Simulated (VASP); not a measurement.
Consider the following.

```xyz
3
Lattice="0.0000 3.2596 3.2596 3.2596 0.0000 3.2596 3.2596 3.2596 0.0000" Properties=species:S:1:pos:R:3 pbc="T T T"
Ba     0.0000     0.0000     0.0000
F      1.6298     1.6298     1.6298
F      4.8893     4.8893     4.8893
```

These are RPBE GGA, VASP's PBE PAW potentials (set 64) (plane waves; VASP) values and carry that method's errors. Numerical set-up: 520 eV cut-off, 6×6×6 Γ-centred mesh, Gaussian smearing of 0.050 eV, potentials Ba_sv F.

Question: Give the stress tensor in GPa (positive for a compressed cell).

Answer: 
```
-2.32   0.00   0.00
 0.00  -2.32   0.00
 0.00   0.00  -2.32
```
The pressure is its mean diagonal, -2.32 GPa.

The compound is BaF2 in the fluorite structure. This cell is one point of a volume scan, at 1.06 of the reference volume.
